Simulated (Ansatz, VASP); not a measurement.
## BaLi2Mg2Si2 in two plane-wave programs

Aim: how closely do two programs agree when they are given the same cell, functional and k mesh? The structure shown is frame 120 of VASP's trajectory.

Calculated with Ansatz 0.2.0; plane waves, with VASP 6.6.1 beside it; single point at LDA.

## Step 1: Starting point

The cell holds 28 atoms: 4 Ba, 8 Si, 8 Mg and 8 Li. Cell: a = 10.004 Å, b = 10.004 Å, c = 10.004 Å, α = 53.2°, β = 53.2°, γ = 53.2°. It derives from BaLi2Mg2Si2.

## Step 2: VASP: dynamics, LDA

This run makes the geometry at which the two programs are then compared.

Lines of VASP's logs that name or quote its potential files are left out, and so is its time.

Input file INCAR:

```
SYSTEM = BaLi2Mg2Si2
PREC = Normal
ENCUT = 220
EDIFF = 1E-04
NELM = 120
ISMEAR = -1
SIGMA = 0.0259
LREAL = Auto
ALGO = VeryFast
GGA = CA
LWAVE = .FALSE.
LCHARG = .FALSE.
KPAR = 4
IBRION = 0
NSW = 120
POTIM = 1
TEBEG = 100
TEEND = 100
ISYM = 0
ISIF = 2
NELMIN = 4
MAXMIX = 40
NBLOCK = 1
RANDOM_SEED = 136764 0 0
NWRITE = 1
MDALGO = 1
ANDERSEN_PROB = 0.1
```

Input file POSCAR:

```
BaLi2Mg2Si2
1.0
   -4.4765125992     -2.5845157543      8.5655922809
    4.4765125992     -2.5845157543      8.5655922809
    0.0000000000      5.1690315085      8.5655922809
Ba Si Mg Li
4 8 8 8
Direct
    0.0000000000      0.0000000000      0.0000000000
    0.5000000000      0.5000000000      0.0000000000
    0.5000000000      0.0000000000      0.5000000000
    0.0000000000      0.5000000000      0.5000000000
    0.2423970709      0.2423970709      0.2423970709
    0.7423970709      0.7423970709      0.2423970709
    0.7423970709      0.2423970709      0.7423970709
    0.2423970709      0.7423970709      0.7423970709
    0.7576029291      0.7576029291      0.7576029291
    0.2576029291      0.2576029291      0.7576029291
    0.2576029291      0.7576029291      0.2576029291
    0.7576029291      0.2576029291      0.2576029291
    0.1356520337      0.1356520337      0.1356520337
    0.6356520337      0.6356520337      0.1356520337
    0.6356520337      0.1356520337      0.6356520337
    0.1356520337      0.6356520337      0.6356520337
    0.8643479663      0.8643479663      0.8643479663
    0.3643479663      0.3643479663      0.8643479663
    0.3643479663      0.8643479663      0.3643479663
    0.8643479663      0.3643479663      0.3643479663
    0.5704369378      0.5704369378      0.5704369378
    0.0704369378      0.0704369378      0.5704369378
    0.0704369378      0.5704369378      0.0704369378
    0.5704369378      0.0704369378      0.0704369378
    0.4295630622      0.4295630622      0.4295630622
    0.9295630622      0.9295630622      0.4295630622
    0.9295630622      0.4295630622      0.9295630622
    0.4295630622      0.9295630622      0.9295630622
```

Input file KPOINTS:

```
Automatic mesh
0
Gamma
2 2 2
0 0 0
```

Potentials, in the order of the species: Ba_sv, Si, Mg and Li (LDA family, release 64).

Launch:

```bash
mpirun -np 4 vasp_std
```

Numbers of over 12 decimals in the logs are rounded to 6 here.

The program printed:

```text
[banner, memory and clock lines left out]
running    4 mpi-ranks, on    1 nodes
 distrk:  each k-point on    1 cores,    4 groups
 distr:  one band on    1 cores,    1 groups

 POSCAR found type information on POSCAR BaSiMgLi
 POSCAR found :  4 types and      28 ions
 LDA part: xc-table for (Slater(with rela. corr.)+CA(PZ))
 , standard interpolation
 POSCAR, INCAR and KPOINTS ok, starting setup
 FFT: planning ... GRIDC
 FFT: planning ... GRID_SOFT
 FFT: planning ... GRID
 WAVECAR not read
 prediction of wavefunctions initialized - no I/O
 entering main loop
       N       E                     dE             d eps       ncg     rms          rms(c)
RMM:   1     0.462103654915E+03    0.46210E+03   -0.17244E+04   504   0.540E+02
RMM:   2     0.112907147697E+03   -0.34920E+03   -0.43515E+03   504   0.138E+02
RMM:   3    -0.357528374129E+02   -0.14866E+03   -0.16138E+03   504   0.853E+01
RMM:   4    -0.757211449158E+02   -0.39968E+02   -0.42049E+02   504   0.519E+01
RMM:   5    -0.901965132436E+02   -0.14475E+02   -0.12502E+02   504   0.252E+01
RMM:   6    -0.962937377188E+02   -0.60972E+01   -0.51682E+01   504   0.171E+01
RMM:   7    -0.988964104483E+02   -0.26027E+01   -0.24825E+01   504   0.110E+01
RMM:   8    -0.100215703633E+03   -0.13193E+01   -0.12771E+01   504   0.811E+00
RMM:   9    -0.101587112506E+03   -0.13714E+01   -0.13667E+01  1687   0.579E+00
RMM:  10    -0.101711720599E+03   -0.12461E+00   -0.11440E+00  1736   0.174E+00
RMM:  11    -0.101738715358E+03   -0.26995E-01   -0.24498E-01  1738   0.945E-01
RMM:  12    -0.101747682278E+03   -0.89669E-02   -0.84247E-02  1720   0.489E-01    0.128E+01
RMM:  13    -0.974520148157E+02    0.42957E+01   -0.96767E+00  1552   0.500E+00    0.764E+00
RMM:  14    -0.969198062786E+02    0.53221E+00   -0.29006E+00  1554   0.284E+00    0.279E+00
RMM:  15    -0.968694840041E+02    0.50322E-01   -0.33413E-01  1427   0.126E+00    0.473E-01
RMM:  16    -0.968758677333E+02   -0.63837E-02   -0.91217E-02  1549   0.551E-01    0.347E-01
RMM:  17    -0.968779712025E+02   -0.21035E-02   -0.27382E-02  1433   0.313E-01    0.133E-01
RMM:  18    -0.968790354812E+02   -0.10643E-02   -0.12965E-02  1462   0.197E-01    0.538E-02
RMM:  19    -0.968795645017E+02   -0.52902E-03   -0.53104E-03  1210   0.119E-01    0.452E-02
RMM:  20    -0.968797880728E+02   -0.22357E-03   -0.21885E-03  1114   0.795E-02    0.359E-02
RMM:  21    -0.968798706175E+02   -0.82545E-04   -0.89639E-04  1034   0.573E-02
      1 T=   100. E= -.96530831E+02 F= -.96879871E+02 E0= -.96873855E+02  EK= 0.34904E+00 SP= 0.00E+00 SK= 0.00E+00
[...]
WARNING in EDDRMM: call to ZHEGV failed, returncode =   6  3     48
[... from here on, the cycles between the ionic steps are left out ...]
      2 T=    94. E= -.96550498E+02 F= -.96879188E+02 E0= -.96873159E+02  EK= 0.32869E+00 SP= 0.00E+00 SK= 0.00E+00
      3 T=    96. E= -.96541040E+02 F= -.96876899E+02 E0= -.96870870E+02  EK= 0.33586E+00 SP= 0.00E+00 SK= 0.00E+00
      4 T=    93. E= -.96549655E+02 F= -.96872945E+02 E0= -.96866924E+02  EK= 0.32329E+00 SP= 0.00E+00 SK= 0.00E+00
    105 T=   103. E= -.96222066E+02 F= -.96579873E+02 E0= -.96575678E+02  EK= 0.35781E+00 SP= 0.00E+00 SK= 0.00E+00
    106 T=   100. E= -.96224676E+02 F= -.96575143E+02 E0= -.96570908E+02  EK= 0.35047E+00 SP= 0.00E+00 SK= 0.00E+00
    107 T=   109. E= -.96185902E+02 F= -.96566092E+02 E0= -.96561856E+02  EK= 0.38019E+00 SP= 0.00E+00 SK= 0.00E+00
    108 T=   100. E= -.96211548E+02 F= -.96560154E+02 E0= -.96555951E+02  EK= 0.34861E+00 SP= 0.00E+00 SK= 0.00E+00
    109 T=    94. E= -.96225165E+02 F= -.96552982E+02 E0= -.96548825E+02  EK= 0.32782E+00 SP= 0.00E+00 SK= 0.00E+00
    110 T=    95. E= -.96219097E+02 F= -.96549152E+02 E0= -.96545031E+02  EK= 0.33005E+00 SP= 0.00E+00 SK= 0.00E+00
    111 T=    87. E= -.96242928E+02 F= -.96546449E+02 E0= -.96542376E+02  EK= 0.30352E+00 SP= 0.00E+00 SK= 0.00E+00
    112 T=    76. E= -.96278715E+02 F= -.96543428E+02 E0= -.96539426E+02  EK= 0.26471E+00 SP= 0.00E+00 SK= 0.00E+00
    113 T=    79. E= -.96262994E+02 F= -.96540239E+02 E0= -.96536312E+02  EK= 0.27724E+00 SP= 0.00E+00 SK= 0.00E+00
    114 T=    84. E= -.96242645E+02 F= -.96537263E+02 E0= -.96533417E+02  EK= 0.29462E+00 SP= 0.00E+00 SK= 0.00E+00
    115 T=    83. E= -.96245245E+02 F= -.96534970E+02 E0= -.96531199E+02  EK= 0.28972E+00 SP= 0.00E+00 SK= 0.00E+00
    116 T=   102. E= -.96178486E+02 F= -.96534972E+02 E0= -.96531279E+02  EK= 0.35649E+00 SP= 0.00E+00 SK= 0.00E+00
    117 T=   107. E= -.96162744E+02 F= -.96536433E+02 E0= -.96532723E+02  EK= 0.37369E+00 SP= 0.00E+00 SK= 0.00E+00
    118 T=   109. E= -.96158083E+02 F= -.96537737E+02 E0= -.96534000E+02  EK= 0.37965E+00 SP= 0.00E+00 SK= 0.00E+00
    119 T=   102. E= -.96182306E+02 F= -.96539207E+02 E0= -.96535448E+02  EK= 0.35690E+00 SP= 0.00E+00 SK= 0.00E+00
 bond charge predicted
 prediction of wavefunctions
       N       E                     dE             d eps       ncg     rms          rms(c)
RMM:   1    -0.965413908808E+02   -0.21849E-02   -0.14630E-02   976   0.295E-01    0.572E-02
RMM:   2    -0.965415235821E+02   -0.13270E-03   -0.15179E-03   940   0.117E-01    0.255E-02
RMM:   3    -0.965415413231E+02   -0.17741E-04   -0.39763E-04   780   0.564E-02    0.233E-02
RMM:   4    -0.965415365272E+02    0.47959E-05   -0.78202E-05   570   0.277E-02
    120 T=   120. E= -.96122033E+02 F= -.96541537E+02 E0= -.96537787E+02  EK= 0.41950E+00 SP= 0.00E+00 SK= 0.00E+00
 bond charge predicted
 prediction of wavefunctions
 wavefunctions rotated
```

OUTCAR, selected parts (step 2):

```text
ion  position               nearest neighbor table
   1  0.000  0.000  0.000-   7 3.48   8 3.48  11 3.48  12 3.48   6 3.48  10 3.48  13 3.49  17 3.49
                            23 3.58  24 3.58  27 3.58  28 3.58  22 3.58  26 3.58   2 4.48   2 4.48
   2  0.500  0.500  0.000-   7 3.48   8 3.48  11 3.48  12 3.48   5 3.48   9 3.48  14 3.49  18 3.49
                            23 3.58  24 3.58  27 3.58  28 3.58  21 3.58  25 3.58   1 4.48   1 4.48
   3  0.500  0.000  0.500-   5 3.48   6 3.48   9 3.48  10 3.48   8 3.48  12 3.48  15 3.49  19 3.49
                            21 3.58  22 3.58  25 3.58  26 3.58  24 3.58  28 3.58   4 4.48   4 4.48
   4  0.000  0.500  0.500-   5 3.48   6 3.48   9 3.48  10 3.48   7 3.48  11 3.48  16 3.49  20 3.49
                            21 3.58  22 3.58  25 3.58  26 3.58  23 3.58  27 3.58   3 4.48   3 4.48
   5  0.242  0.242  0.242-  23 2.59  24 2.59  22 2.59  13 2.74  20 2.83  19 2.83  18 2.83   4 3.48
                             3 3.48   2 3.48
   6  0.742  0.742  0.242-  23 2.59  24 2.59  21 2.59  14 2.74  20 2.83  19 2.83  17 2.83   4 3.48
                             3 3.48   1 3.48
   7  0.742  0.242  0.742-  21 2.59  22 2.59  24 2.59  15 2.74  18 2.83  17 2.83  20 2.83   2 3.48
                             1 3.48   4 3.48
   8  0.242  0.742  0.742-  21 2.59  22 2.59  23 2.59  16 2.74  18 2.83  17 2.83  19 2.83   2 3.48
                             1 3.48   3 3.48
   9  0.758  0.758  0.758-  27 2.59  28 2.59  26 2.59  17 2.74  15 2.83  16 2.83  14 2.83   4 3.48
                             3 3.48   2 3.48
  10  0.258  0.258  0.758-  27 2.59  28 2.59  25 2.59  18 2.74  15 2.83  16 2.83  13 2.83   4 3.48
                             3 3.48   1 3.48
  11  0.258  0.758  0.258-  25 2.59  26 2.59  28 2.59  19 2.74  13 2.83  14 2.83  16 2.83   2 3.48
                             1 3.48   4 3.48
  12  0.758  0.258  0.258-  25 2.59  26 2.59  27 2.59  20 2.74  13 2.83  14 2.83  15 2.83   2 3.48
                             1 3.48   3 3.48
  13  0.136  0.136  0.136-   5 2.74  27 2.78  28 2.78  26 2.78  12 2.83  11 2.83  10 2.83  20 3.04
                            19 3.04  18 3.04   1 3.49
  14  0.636  0.636  0.136-   6 2.74  27 2.78  28 2.78  25 2.78  12 2.83  11 2.83   9 2.83  20 3.04
                            19 3.04  17 3.04   2 3.49
  15  0.636  0.136  0.636-   7 2.74  25 2.78  26 2.78  28 2.78  10 2.83   9 2.83  12 2.83  18 3.04
                            17 3.04  20 3.04   3 3.49
  16  0.136  0.636  0.636-   8 2.74  25 2.78  26 2.78  27 2.78  10 2.83   9 2.83  11 2.83  18 3.04
                            17 3.04  19 3.04   4 3.49
  17  0.864  0.864  0.864-   9 2.74  23 2.78  24 2.78  22 2.78   7 2.83   8 2.83   6 2.83  16 3.04
                            15 3.04  14 3.04   1 3.49
  18  0.364  0.364  0.864-  10 2.74  23 2.78  24 2.78  21 2.78   7 2.83   8 2.83   5 2.83  16 3.04
                            15 3.04  13 3.04   2 3.49
  19  0.364  0.864  0.364-  11 2.74  21 2.78  22 2.78  24 2.78   5 2.83   6 2.83   8 2.83  14 3.04
                            13 3.04  16 3.04   3 3.49
  20  0.864  0.364  0.364-  12 2.74  21 2.78  22 2.78  23 2.78   5 2.83   6 2.83   7 2.83  14 3.04
                            13 3.04  15 3.04   4 3.49
  21  0.570  0.570  0.570-   7 2.59   8 2.59   6 2.59  19 2.78  20 2.78  18 2.78   3 3.58   4 3.58
                             2 3.58
  22  0.070  0.070  0.570-   7 2.59   8 2.59   5 2.59  19 2.78  20 2.78  17 2.78   3 3.58   4 3.58
                             1 3.58
  23  0.070  0.570  0.070-   5 2.59   6 2.59   8 2.59  17 2.78  18 2.78  20 2.78   1 3.58   2 3.58
                             4 3.58
  24  0.570  0.070  0.070-   5 2.59   6 2.59   7 2.59  17 2.78  18 2.78  19 2.78   1 3.58   2 3.58
                             3 3.58
  25  0.430  0.430  0.430-  11 2.59  12 2.59  10 2.59  15 2.78  16 2.78  14 2.78   3 3.58   4 3.58
                             2 3.58
  26  0.930  0.930  0.430-  11 2.59  12 2.59   9 2.59  15 2.78  16 2.78  13 2.78   3 3.58   4 3.58
                             1 3.58
  27  0.930  0.430  0.930-   9 2.59  10 2.59  12 2.59  13 2.78  14 2.78  16 2.78   1 3.58   2 3.58
                             4 3.58
  28  0.430  0.930  0.930-   9 2.59  10 2.59  11 2.59  13 2.78  14 2.78  15 2.78   1 3.58   2 3.58
                             3 3.58

 Found      8 irreducible k-points:

   k-points           NKPTS =      8   k-points in BZ     NKDIM =      8   number of bands    NBANDS=     63

   dimension x,y,z NGX =    36 NGY =   36 NGZ =   36
   dimension x,y,z NGXF=    72 NGYF=   72 NGZF=   72

   ENCUT  =  220.0 eV  16.17 Ry    4.02 a.u.  12.10 12.10 12.10*2*pi/ulx,y,z

   NELECT =      96.0000    total number of electrons

 k-points in reciprocal lattice and weights: Automatic mesh
   0.00000000  0.00000000  0.00000000       0.125
   0.50000000  0.00000000  0.00000000       0.125
   0.00000000  0.50000000  0.00000000       0.125
   0.00000000  0.00000000  0.50000000       0.125
   0.50000000  0.50000000  0.00000000       0.125
   0.50000000  0.00000000  0.50000000       0.125
   0.00000000  0.50000000  0.50000000       0.125
   0.50000000  0.50000000  0.50000000       0.125

 average (electrostatic) potential at core
       1 -35.6975       2 -35.6123       3 -35.6790       4 -35.6192       5 -86.6177
       6 -86.6556       7 -86.6622       8 -86.6272       9 -86.6502      10 -86.6121
      11 -86.6498      12 -86.6453      13 -38.1348      14 -38.1765      15 -38.1844
      16 -38.1499      17 -38.2476      18 -38.0880      19 -38.1676      20 -38.1235
      21 -27.8853      22 -28.0168      23 -28.0519      24 -28.0156      25 -27.9883
      26 -27.9714      27 -27.9580      28 -27.9877

 E-fermi :   3.2791

 k-point     1 :       0.0000    0.0000    0.0000
  band No.  band energies     occupation
    ...
     45       2.9142      2.00000
     46       3.0245      1.99989
     47       3.0560      1.99964
     48       3.0833      1.99896
     49       3.1654      1.97548
     50       3.5138      0.00023
     51       3.5958      0.00001
     52       3.7195      0.00000
     53       4.0295      0.00000
     54       4.0690      0.00000
    ...

 k-point     2 :       0.5000    0.0000    0.0000
  band No.  band energies     occupation
    ...
     44       2.5230      2.00000
     45       2.5641      2.00000
     46       2.5763      2.00000
     47       2.8418      2.00000
     48       2.9088      2.00000
     49       3.7413      0.00000
     50       3.7436      0.00000
     51       4.0704      0.00000
     52       4.0801      0.00000
     53       4.6959      0.00000
    ...

 k-point     3 :       0.0000    0.5000    0.0000
  band No.  band energies     occupation
    ...
     44       2.5346      2.00000
     45       2.5696      2.00000
     46       2.5921      2.00000
     47       2.8073      2.00000
     48       2.9063      2.00000
     49       3.7092      0.00000
     50       3.7744      0.00000
     51       4.0390      0.00000
     52       4.0972      0.00000
     53       4.7273      0.00000
    ...

  Total       -0.5376799     -0.5137104     -0.5513833      0.1735259      0.2832615      0.2768877
  in kB       -1.4487942     -1.3842078     -1.4857187      0.4675706      0.7632565      0.7460821
  external PRESSURE =      -1.4395736 kB  Pullay stress =       0.0000000 kB

  energy-cutoff  :      220.00
  volume of cell :      594.60
      direct lattice vectors                 reciprocal lattice vectors
    -4.476512599 -2.584515754  8.565592281    -0.111694090 -0.064486613  0.038915386
     4.476512599 -2.584515754  8.565592281     0.111694090 -0.064486613  0.038915386
     0.000000000  5.169031508  8.565592281     0.000000000  0.128973226  0.038915386

 POSITION                                       TOTAL-FORCE (eV/Angst)
 -----------------------------------------------------------------------------------
      0.00492     -5.14879     17.12867         0.024928     -0.159482     -0.040928
      0.05134     -2.58210      8.56135        -0.253348      0.043306      0.088058
     -2.20757      1.29950      8.54673         0.057346     -0.010721      0.050764
      2.22728      1.27104      8.58769        -0.093566      0.051766     -0.145963
     -0.08626     -0.07448      6.25632         0.232621      0.441801     -0.105304
     -0.03889     -2.52974     14.83628        -0.083810     -0.263572     -0.001755
     -2.18212      1.18022     14.92215        -0.326486      0.544921     -0.415320
      2.22380      1.29066     14.77540         0.202559      0.045482     -0.004201
     -0.03875     -0.02253     19.41785         0.031483     -0.027761      0.239834
     -0.04047      2.62101     10.86407        -0.041932     -0.002592      0.127756
      2.21768     -1.30246     10.86355        -0.003368      0.012396      0.113336
     -2.20599     -1.29251     10.87935        -0.082211     -0.009900      0.122484
     -0.00010      0.02567      3.48730        -0.085259     -0.077525     -0.044107
      0.04388     -2.58552     12.14327        -0.409647     -0.081598     -0.537945
     -2.23871      1.30202     12.06151        -0.133308     -0.043496      0.129417
      2.18790      1.31151     12.03213         0.196938     -0.043627      0.077203
     -0.06119     -0.00295     22.21471         0.164102     -0.051188     -0.014975
     -0.02172      2.65493     13.66323        -0.158785     -0.360714     -0.083030
      2.14172     -1.31283     13.58297         0.416176      0.253442      0.181194
     -2.24417     -1.30526     13.65633         0.114584     -0.007313     -0.025181
      0.06688      0.00872     14.75324        -0.228121      0.068062     -0.102364
      0.01185      2.54923      5.93495        -0.114037     -0.005141      0.161616
      2.20601     -1.29841      6.14582         0.032743      0.063047     -0.051544
     -2.34643     -1.17496      6.13816         0.181720     -0.570851     -0.018631
     -0.00438      0.08031     11.08919        -0.074156     -0.312463     -0.061171
     -0.01289     -2.61034     19.49162         0.038232      0.076368      0.144191
     -2.27147      1.23892     19.51314         0.103310      0.292250      0.087768
      2.13425      1.25331     19.49001         0.288148      0.129429      0.129183
 -----------------------------------------------------------------------------------
    total drift:                               -0.003144     -0.005673      0.000384

  FREE ENERGIE OF THE ION-ELECTRON SYSTEM (eV)
  ---------------------------------------------------
  free  energy   TOTEN  =       -96.5415365272 eV

  energy  without entropy=      -96.5340365649  energy(sigma->0) =      -96.53778655

[... 3 further parts left out ...]
```

The k-mesh is coarse for a metal. Harder data sets than Ba_sv exist (the GW ones), and pressures, volumes and forces can shift noticeably with them.

(Part 1 of 2 ends here.)

[Lines on the potential files, build, host, timing and source positions are cut from VASP's logs without a mark.]

[Logs are printed without paths, hosts, clocks, repeated set-up lines and the standing remarks that a program may print on its own settings, such as how far it seeks lower states.]

[Hosts, paths, dates, database ids (printed as entryN), source tags and the programs' standing remarks are cut or masked in the printed files.]
